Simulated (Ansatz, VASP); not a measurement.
**Al17Ga10O40 (amorphous 37Ga2O3-63Al2O3 (mol %)) in two plane-wave programs**

Aim: how closely do two programs agree when they are given the same cell, functional and k mesh? The structure shown is the start of the Ansatz relaxation below; VASP solves that cell, so the two are compared at the walk's first step.

Method: plane waves, with VASP 6.6.1 beside it; single point at PBE, in Ansatz 0.2.0.

**1. The starting structure**

The cell holds 134 atoms: 20 Ga, 34 Al and 80 O. Cell: a = 11.176 Å, b = 11.176 Å, c = 11.176 Å, α = 90.0°, β = 90.0°, γ = 90.0°. It derives from Al34Ga20O81 (amorphous 37Ga2O3-63Al2O3 (mol %)). As first built, before any earlier steps moved the atoms (in the runner's words): 135 atoms (20 Fe, 34 Al, 81 O) placed at random at 3.55 g/cm^3, melted at 5000 K for 10 ps at fixed volume with the Morse and Coulomb pair potential with partial charges (Pedone, Malavasi, Menziani, Cormack and Segre, J. Phys. Chem. B 110, 11780 (2006)). Quenched from 5000 K to 300 K at 50 K/ps and fixed volume, held 10 ps at zero pressure, then minimised at fixed cell. Then Fe was replaced by Ga and the cell scaled by 1.006 (the potential has no terms for the new elements, so the cell is a start for a DFT relaxation). Nearest the centre at fractional (0.127, 0.128, 0.282): Al53 at 1.67 Å, Al47 at 1.68 Å, O97 at 2.68 Å, O96 at 2.74 Å, O99 at 2.84 Å, O80 at 2.86 Å, O124 at 2.91 Å, O79 at 2.91 Å.

**2. Ansatz: relaxation, PBE**

Ansatz runs on its default PAW (the set named soft_2) files.

The two programs are compared at the cell with which this relaxation starts, whose forces are those of its first step.

File input.yaml:

```yaml
crystal:
  lattice:
    - [11.17634, 0.0, 0.0]
    - [0.0, 11.17634, 0.0]
    - [0.0, 0.0, 11.17634]
  atoms:
    - { symbol: Ga, position: [0.07815, 0.08735, 0.88744] }
    - { symbol: Ga, position: [0.54254, 0.04819, 0.02406] }
    - { symbol: Ga, position: [0.31007, 0.80093, 0.18078] }
[... 11 atom lines left out ...]
    - { symbol: Ga, position: [0.84849, 0.14518, 0.55431] }
[... 3 atom lines left out ...]
    - { symbol: Ga, position: [0.00095, 0.80259, 0.50903] }
[... 3 atom lines left out ...]
    - { symbol: Al, position: [0.42606, 0.02975, 0.30465] }
[... 1 atom line left out ...]
    - { symbol: Al, position: [0.27084, 0.23435, 0.03461] }
    - { symbol: Al, position: [0.0835, 0.83726, 0.99962] }
[... 2 atom lines left out ...]
    - { symbol: Al, position: [0.96849, 0.86363, 0.24906] }
[... 6 atom lines left out ...]
    - { symbol: Al, position: [0.36976, 0.19583, 0.52212] }
[... 1 atom line left out ...]
    - { symbol: Al, position: [0.79816, 0.1653, 0.29957] }
[... 1 atom line left out ...]
    - { symbol: Al, position: [0.08831, 0.23609, 0.6735] }
    - { symbol: Al, position: [0.17126, 0.01425, 0.6363] }
    - { symbol: Al, position: [0.36622, 0.33006, 0.31182] }
[... 3 atom lines left out ...]
    - { symbol: Al, position: [0.22262, 0.4751, 0.1504] }
    - { symbol: Al, position: [0.17076, 0.03364, 0.1734], spin: 0.6 }
[... 4 atom lines left out ...]
    - { symbol: Al, position: [0.8476, 0.0129, 0.05545] }
    - { symbol: Al, position: [0.05113, 0.08368, 0.40312], spin: 0.6 }
[... 4 atom lines left out ...]
    - { symbol: O, position: [0.91271, 0.08871, 0.93529] }
    - { symbol: O, position: [0.29606, 0.3248, 0.16221] }
    - { symbol: O, position: [0.09218, 0.89347, 0.15282] }
[... 3 atom lines left out ...]
    - { symbol: O, position: [0.85604, 0.96562, 0.2111] }
    - { symbol: O, position: [0.9363, 0.26732, 0.63312] }
[... 1 atom line left out ...]
    - { symbol: O, position: [0.23392, 0.30724, 0.90425] }
    - { symbol: O, position: [0.92335, 0.87122, 0.99164] }
[... 1 atom line left out ...]
    - { symbol: O, position: [0.08234, 0.43081, 0.06901] }
    - { symbol: O, position: [0.47757, 0.9203, 0.4159] }
    - { symbol: O, position: [0.81927, 0.16662, 0.14233] }
[... 5 atom lines left out ...]
    - { symbol: O, position: [0.82588, 0.97527, 0.54436] }
    - { symbol: O, position: [0.10921, 0.13032, 0.54206] }
    - { symbol: O, position: [0.0211, 0.92137, 0.38972] }
    - { symbol: O, position: [0.69274, 0.05992, 0.35648] }
[... 2 atom lines left out ...]
    - { symbol: O, position: [0.16098, 0.93872, 0.90651] }
[... 1 atom line left out ...]
    - { symbol: O, position: [0.38952, 0.15385, 0.95852] }
[... 1 atom line left out ...]
    - { symbol: O, position: [0.32517, 0.34607, 0.47138] }
[... 7 atom lines left out ...]
    - { symbol: O, position: [0.91615, 0.16423, 0.4013] }
    - { symbol: O, position: [0.15955, 0.124, 0.04398] }
[... 1 atom line left out ...]
    - { symbol: O, position: [0.31017, 0.96602, 0.21117] }
[... 2 atom lines left out ...]
    - { symbol: O, position: [0.32496, 0.04406, 0.56386] }
[... 9 atom lines left out ...]
    - { symbol: O, position: [0.14715, 0.86213, 0.59341] }
[... 6 atom lines left out ...]
    - { symbol: O, position: [0.28186, 0.75731, 0.34181] }
[... 2 atom lines left out ...]
    - { symbol: O, position: [0.53445, 0.03037, 0.19172] }
[... 1 atom line left out ...]
    - { symbol: O, position: [0.37516, 0.17052, 0.34921] }
[... 2 atom lines left out ...]
    - { symbol: O, position: [0.91696, 0.49228, 0.28905] }
[... 2 atom lines left out ...]
    - { symbol: O, position: [0.3204, 0.51025, 0.28693] }
[... 2 atom lines left out ...]
    - { symbol: O, position: [0.72424, 0.30151, 0.33118] }
    - { symbol: O, position: [0.74507, 0.41464, 0.13808] }
magnetization:
  spin_polarized: true
kpoints:
  mp_grid: { grid: [1, 1, 1] }
hamiltonian:
  xc: pbe
scf:
  occupations: { method: fermi_dirac, width: 0.025 }
  lower_state_search: "off"
output:
  forces: true
  eigenvalues: true
relax:
  f_tol: 0.05
  max_steps: 90
```

Command:

```
> ansatz run input.yaml --threads 4 --pin off --max-ram 15872MiB --backend cpu --events-out ev --progress --plain --runs-dir out
```

Numbers of over 12 decimals in the logs are rounded to 6 here.

The log of the run:

```text
Engine: ansatz 0.2.0, x86_64-unknown-linux-gnu
Pseudopotentials: kind: paw
Pseudopotential: Ga, paw, valence charge 13, recommended cutoff 420 eV (normal), Ga.paw.azcp
Pseudopotential: Al, paw, valence charge 3, recommended cutoff 420 eV (normal), Al.paw.azcp
Pseudopotential: O, paw, valence charge 6, recommended cutoff 420 eV (normal), O.paw.azcp
Functional definition: PBE
  parameter kappa = 0.804
  parameter beta = 0.066725
  exchange = pbe_x(kappa = kappa, mu = beta*pi^2/3)
  correlation = pbe_c(beta = beta)
Crystal: 134 atoms, lattice volume = 1396.043 Å³
Basis set: ecut = 420 eV, 27201 PW (Γ), exchange–correlation on 150×150×150 points (8 copies of the dense FFT grid, shifted against one another)
Bands: 556, of which v1, the nominal top of the filled ones, is band 421 counted from 1 (420 counted from 0)
Symmetry: 1 space group operations
Space group: P1 (ITA 1), of the structure as read, at distance tolerance 1.1e-4 Å
Magnetic group: BNS 1.1 (UNI 1), of the structure as read, at distance tolerance 1.1e-4 Å
k-points: 1
Non-local potential: Ga, projectors of the file, l = 0: 2, l = 1: 2, l = 2: 3, l = 3: 1
Non-local potential: Al, projectors of the file, l = 0: 2, l = 1: 2, l = 2: 1
Non-local potential: O, projectors of the file, l = 0: 2, l = 1: 2, l = 2: 1
PAW form: soft (Blöchl's): semilocal exchange-correlation on the pseudo side does not see the compensation charge
PAW one-centre angular grid: Ga, 590 points (default); XC on 64 Gauss nodes
PAW one-centre angular grid: Al, 110 points (default); XC on 64 Gauss nodes
PAW one-centre angular grid: O, 110 points (default); XC on 64 Gauss nodes
Initial density: superposition of atomic densities (chi_scale 0.1, normalization cell, long waves 16 % of neutral atoms (reshape's long-wave potential 1.16 eV rms, cloud 1.88 Å wide))
Starting moments: Σ|m| = 1.2 μB on 2 of 134 sites
Initial wavefunctions: pseudopotential atomic-orbital guess
Functional: x = pbe(κ = 0.804, μ = 0.219515), c = pbe(β = 0.066725)
SCF iter   1: F=—  HF=-139507.987043 eV  |F-HF|=—  |Δ(HF+E_count)|=         —  Δρ=6.11e-2 (↑6.11e-2 ↓6.11e-2)  dr2=1.95e2  dr2_m=4.31e-2  M=0.000 μB ∫|m|=0.296 μB  β_m=0.30  ethr=3.10e-3  ⟨swp⟩=6.0  Hψ=4077  notcnv=0  defer=168
preconditioner: auto → Resta (q_TF=auto, 2.508 Å⁻¹)  ε∞=3.4  [insulator: Δε(μ)=0.756 eV  Ē_g=18.492 eV  σ=0.025 eV  W_gap=1.00  n_scr=364 (ndim 8)  ℏωp=28.8 eV  f_vac=0.020  D(μ)=0.00/eV (n_scr^D=0)  ε∞_Penn≈3.4]
spin=Collinear: Resta preconditioning applied to the charge; magnetization (m = ρ↑ − ρ↓) channel mixes plain (no charge-response kernel on spin).
SCF iter   2: F=—  HF=-139466.819264 eV  |F-HF|=—  |Δ(HF+E_count)|=    4.12e1  Δρ=3.50e-2 (↑3.49e-2 ↓3.50e-2)  dr2=5.72e1  dr2_m=2.16e-2  M=0.000 μB ∫|m|=0.238 μB  β_m=0.30  ethr=3.10e-3  ⟨swp⟩=2.0  Hψ=2099  notcnv=0  defer=261
SCF iter   3: F=—  HF=-139450.506113 eV  |F-HF|=—  |Δ(HF+E_count)|=    1.63e1  Δρ=1.64e-2 (↑1.64e-2 ↓1.64e-2)  dr2=1.04e1  dr2_m=1.16e-2  M=0.000 μB ∫|m|=0.168 μB  β_m=0.30  ethr=3.10e-3  ⟨swp⟩=2.5  Hψ=1965  notcnv=0  defer=260
SCF iter   4: F=—  HF=-139447.627303 eV  |F-HF|=—  |Δ(HF+E_count)|=    2.88e0  Δρ=7.32e-3 (↑7.26e-3 ↓7.32e-3)  dr2=1.82e0  dr2_m=5.94e-3  M=0.000 μB ∫|m|=0.131 μB  β_m=0.30  ethr=1.23e-3  ⟨swp⟩=6.0  Hψ=1556  notcnv=0  defer=260
SCF iter   5: F=—  HF=-139447.507087 eV  |F-HF|=—  |Δ(HF+E_count)|=   1.20e-1  Δρ=2.56e-3 (↑2.56e-3 ↓2.56e-3)  dr2=2.09e-1  dr2_m=3.11e-3  M=0.000 μB ∫|m|=0.104 μB  β_m=0.30  ethr=2.16e-4  ⟨swp⟩=3.0  Hψ=1974  notcnv=0  defer=260
SCF iter   6: F=—  HF=-139447.637855 eV  |F-HF|=—  |Δ(HF+E_count)|=   1.31e-1  Δρ=1.04e-3 (↑1.02e-3 ↓1.04e-3)  dr2=3.43e-2  dr2_m=1.73e-3  M=0.000 μB ∫|m|=0.081 μB  β_m=0.30  ethr=2.48e-5  ⟨swp⟩=3.0  Hψ=1322  notcnv=0  defer=260
Mixer restart at iter 6: flushing history
spin-set hold released at iteration 6 (site moments contracting): the magnetisation degrees of freedom join the quasi-Newton model from the next iteration; the mixer history was flushed
SCF iter   7: F=—  HF=-139447.642763 eV  |F-HF|=—  |Δ(HF+E_count)|=   4.91e-3  Δρ=7.51e-4 (↑7.38e-4 ↓7.51e-4)  dr2=1.96e-2  dr2_m=9.84e-4  M=0.000 μB ∫|m|=0.062 μB  β_m=0.65  ethr=4.08e-6  ⟨swp⟩=2.0  Hψ=1114  notcnv=0  defer=260
SCF iter   8: F=—  HF=-139447.658838 eV  |F-HF|=—  |Δ(HF+E_count)|=   1.61e-2  Δρ=2.35e-4 (↑2.20e-4 ↓2.35e-4)  dr2=3.19e-3  dr2_m=3.53e-5  M=0.000 μB ∫|m|=0.012 μB  β_m=0.60  ethr=2.33e-6  ⟨swp⟩=3.0  Hψ=1356  notcnv=0  defer=260
SCF iter   9: F=—  HF=-139447.660036 eV  |F-HF|=—  |Δ(HF+E_count)|=   1.20e-3  Δρ=9.01e-5 (↑9.01e-5 ↓8.96e-5)  dr2=5.76e-4  dr2_m=1.00e-5  M=0.000 μB ∫|m|=0.003 μB  β_m=0.80  ethr=3.79e-7  ⟨swp⟩=2.0  Hψ=1799  notcnv=0  defer=260
SCF iter  10: F=—  HF=-139447.660781 eV  |F-HF|=—  |Δ(HF+E_count)|=   7.45e-4  Δρ=7.16e-5 (↑7.14e-5 ↓7.16e-5)  dr2=2.47e-4  dr2_m=7.78e-8  M=0.000 μB ∫|m|=0.001 μB  β_m=0.65  ethr=6.84e-8  ⟨swp⟩=3.0  Hψ=1688  notcnv=0  defer=260
[...]
- { symbol: Al, position: [0.681853, 0.968656, 0.218992] }
    - { symbol: Al, position: [0.967598, 0.862345, 0.249003] }
    - { symbol: Al, position: [0.494356, 0.557645, 0.265525] }
    - { symbol: Al, position: [0.416145, 0.776081, 0.426841] }
    - { symbol: Al, position: [0.825346, 0.487370, 0.867695] }
    - { symbol: Al, position: [0.931589, 0.575242, 0.424385] }
    - { symbol: Al, position: [0.683862, 0.540994, 0.060669] }
    - { symbol: Al, position: [0.615938, 0.958795, 0.775951] }
    - { symbol: Al, position: [0.369354, 0.196655, 0.525126] }
    - { symbol: Al, position: [0.315162, 0.881945, 0.896974] }
    - { symbol: Al, position: [0.800450, 0.164702, 0.295958] }
    - { symbol: Al, position: [0.428984, 0.935735, 0.633092] }
    - { symbol: Al, position: [0.089007, 0.235936, 0.668728] }
    - { symbol: Al, position: [0.169577, 0.014569, 0.629335] }
    - { symbol: Al, position: [0.366156, 0.332093, 0.313601] }
    - { symbol: Al, position: [0.125873, 0.505819, 0.601591] }
    - { symbol: Al, position: [0.335115, 0.135258, 0.804328] }
    - { symbol: Al, position: [0.762583, 0.448083, 0.291827] }
    - { symbol: Al, position: [0.222374, 0.475011, 0.151073] }
    - { symbol: Al, position: [0.161537, 0.037115, 0.191663] }
    - { symbol: Al, position: [0.609857, 0.322759, 0.440703] }
    - { symbol: Al, position: [0.204723, 0.619261, 0.358237] }
    - { symbol: Al, position: [0.230632, 0.735320, 0.641801] }
    - { symbol: Al, position: [0.228573, 0.644515, 0.923783] }
    - { symbol: Al, position: [0.847065, 0.012708, 0.054310] }
    - { symbol: Al, position: [0.060421, 0.081392, 0.387881] }
    - { symbol: Al, position: [0.746669, 0.281862, 0.061900] }
    - { symbol: O, position: [0.066887, 0.664836, 0.428062] }
    - { symbol: O, position: [0.486613, 0.629444, 0.423317] }
    - { symbol: O, position: [0.693043, 0.964781, 0.053626] }
    - { symbol: O, position: [0.911521, 0.087230, 0.932433] }
    - { symbol: O, position: [0.293181, 0.323959, 0.165073] }
    - { symbol: O, position: [0.094222, 0.889155, 0.155844] }
    - { symbol: O, position: [0.776951, 0.498585, 0.465489] }
    - { symbol: O, position: [0.520403, 0.837893, 0.747458] }
    - { symbol: O, position: [0.456599, 0.723932, 0.190719] }
    - { symbol: O, position: [0.856732, 0.966426, 0.210093] }
    - { symbol: O, position: [0.939548, 0.266251, 0.624539] }
    - { symbol: O, position: [0.673319, 0.586725, 0.282094] }
    - { symbol: O, position: [0.232316, 0.299309, 0.903886] }
    - { symbol: O, position: [0.924398, 0.871766, 0.992218] }
    - { symbol: O, position: [0.251608, 0.779891, 0.024802] }
    - { symbol: O, position: [0.082861, 0.429321, 0.068420] }
    - { symbol: O, position: [0.479403, 0.921058, 0.415944] }
    - { symbol: O, position: [0.819926, 0.167231, 0.138797] }
    - { symbol: O, position: [0.444556, 0.394857, 0.894133] }
    - { symbol: O, position: [0.027632, 0.252499, 0.828909] }
    - { symbol: O, position: [0.189102, 0.129098, 0.747391] }
    - { symbol: O, position: [0.861049, 0.566364, 0.026834] }
    - { symbol: O, position: [0.602318, 0.223118, 0.042999] }
    - { symbol: O, position: [0.824557, 0.976738, 0.541465] }
[...]
- { symbol: O, position: [0.916731, 0.490726, 0.288082] }
    - { symbol: O, position: [0.832289, 0.666154, 0.833599] }
    - { symbol: O, position: [0.572973, 0.081375, 0.859204] }
    - { symbol: O, position: [0.320775, 0.510250, 0.287697] }
    - { symbol: O, position: [0.291322, 0.744248, 0.798818] }
    - { symbol: O, position: [0.513821, 0.397615, 0.326217] }
    - { symbol: O, position: [0.725029, 0.300243, 0.328909] }
    - { symbol: O, position: [0.743802, 0.416273, 0.137695] }
```

(Part 1 of 2 ends here.)

[Lines on the potential files, build, host, timing and source positions are cut from VASP's logs without a mark.]

[Logs are printed without paths, hosts, clocks, repeated set-up lines and the standing remarks that a program may print on its own settings, such as how far it seeks lower states.]

[Hosts, paths, dates, database ids (printed as entryN), source tags and the programs' standing remarks are cut or masked in the printed files.]
